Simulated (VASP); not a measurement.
Input for VASP

**INCAR**
```
SYSTEM = CoO
PREC = Accurate
ENCUT = 520
EDIFF = 1E-6
NELM = 100
ALGO = Normal
LREAL = .FALSE.
LASPH = .TRUE.
ISMEAR = 0
SIGMA = 0.05
GGA = PE
LMAXMIX = 4
ISPIN = 2
MAGMOM = 3.0 -3.0 0.0 0.0
LORBIT = 10
LWAVE = .FALSE.
LCHARG = .FALSE.
ISIF = 2
IBRION = 0
NSW = 3
TEBEG = 300
```

**POSCAR**
```
CoO
1
    4.2600000000     2.1300000000     2.1300000000
    2.1300000000     4.2600000000     2.1300000000
    2.1300000000     2.1300000000     4.2600000000
Co O
2 2
Direct
  0.0000000000   0.0000000000   0.0000000000
  0.5000000000   0.5000000000   0.5000000000
  0.2500000000   0.2500000000   0.2500000000
  0.7500000000   0.7500000000   0.7500000000
```

### KPOINTS
```
Automatic mesh
0
Gamma
7 7 7
0 0 0
```

POTCAR, in this order: Co O (PBE.64 set). Program: vasp_std.

The run wrote:

### standard output
```
 POSCAR found type information on POSCAR CoO
 POSCAR found :  2 types and       4 ions
 Reading from existing POTCAR

 -----------------------------------------------------------------------------
|                                                                             |
|     EEEEEEE  RRRRRR   RRRRRR   OOOOOOO  RRRRRR      ###     ###     ###     |
|     E        R     R  R     R  O     O  R     R     ###     ###     ###     |
|     E        R     R  R     R  O     O  R     R     ###     ###     ###     |
|     EEEEE    RRRRRR   RRRRRR   O     O  RRRRRR       #       #       #      |
|     E        R   R    R   R    O     O  R   R                               |
|     E        R    R   R    R   O     O  R    R      ###     ###     ###     |
|     EEEEEEE  R     R  R     R  OOOOOOO  R     R     ###     ###     ###     |
|                                                                             |
|     Fatal error! IBRION=0, but no entry for POTIM on file INCAR. MUST       |
|     be specified!                                                           |
|                                                                             |
|       ---->  I REFUSE TO CONTINUE WITH THIS SICK JOB ... BYE!!! <----       |
|                                                                             |
 -----------------------------------------------------------------------------
```

Question: Read the log: what went wrong, and how is it fixed?

Answer: The cause: molecular dynamics (IBRION = 0) was asked for without POTIM. VASP stops with an error: Fatal error! IBRION=0, but no entry for POTIM on file INCAR. MUST be specified! ----> I REFUSE TO CONTINUE WITH THIS SICK JOB ... BYE!!! <---- To mend it, set POTIM to the time step in fs (1 to 2 fs suits most solids). The plain static run on this cell (PBE GGA, plane waves, VASP's PBE PAW potentials (set 64)) converges, and its OSZICAR ends with
```
   1 F= -.26390538E+02 E0= -.26386876E+02  d E =-.732412E-02  mag=     0.0000
```

The compound is CoO in the rock salt, AFM-II order structure. The cell was not relaxed at this level.
